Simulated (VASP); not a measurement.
Data:

```
CELL_PARAMETERS angstrom
      1.45500    -2.52013     0.00000
      1.45500     2.52013     0.00000
      0.00000     0.00000     2.84000
ATOMIC_POSITIONS crystal
  W  0.00000 0.00000 0.00000
  C  0.33333 0.66667 0.50000
```

These are TPSS meta-GGA, VASP's PBE PAW potentials (set 64) (plane waves; VASP) values and carry that method's errors. Run with 520 eV cut-off, 13×13×12 Γ-centred mesh, first-order Methfessel-Paxton smearing of 0.10 eV, potentials W_sv C.

Question: The ions, cell shape and volume are relaxed. Predict the relaxed structure.

Answer: 
```
CELL_PARAMETERS angstrom
      1.45938    -2.52772     0.00000
      1.45938     2.52772     0.00000
      0.00000     0.00000     2.85449
ATOMIC_POSITIONS crystal
  W  0.00000 0.00000 0.00000
  C  0.33333 0.66667 0.50000
```
Space group P-6m2 (187), at a tolerance of 0.03 Å.

Question: How do energy and volume change from the first to the last step?

Answer: The energy (σ→0) changes by -1.8 meV/atom and the volume by +1.1 %, in 8 ionic steps.

The compound is WC in the wc structure. This run relaxes it. Symmetry was kept, so distortions that lower it aren't found.
